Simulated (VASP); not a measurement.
Energy against volume of TiC (rock salt). These are PBE GGA with D3 dispersion (zero damping), VASP's PBE PAW potentials (set 64) (plane waves; VASP 6.6.1) values and carry that method's errors. Run with 520 eV cut-off, 15×15×15 Γ-centred mesh, first-order Methfessel-Paxton smearing of 0.10 eV, potentials Ti_sv C.

| V (Å³/atom) | E (eV/atom) |
|---|---|
| 9.370 | -9.62563 |
| 9.669 | -9.65033 |
| 9.968 | -9.65803 |
| 10.267 | -9.65108 |

Problem. Fit these four points and predict the energy of the run at 10.566 Å³/atom.

Solution. A cubic in V^(−2/3), the third-order Birch-Murnaghan form, passes through the four points with V0 = 9.97 Å³/atom and B0 = 261 GPa, and gives -9.6315 eV/atom there. The run gave -9.6315 eV/atom, +0.0 meV/atom from the fit; all five points give B0 = 261 GPa.

The compound is TiC in the rock salt structure. It was relaxed first.
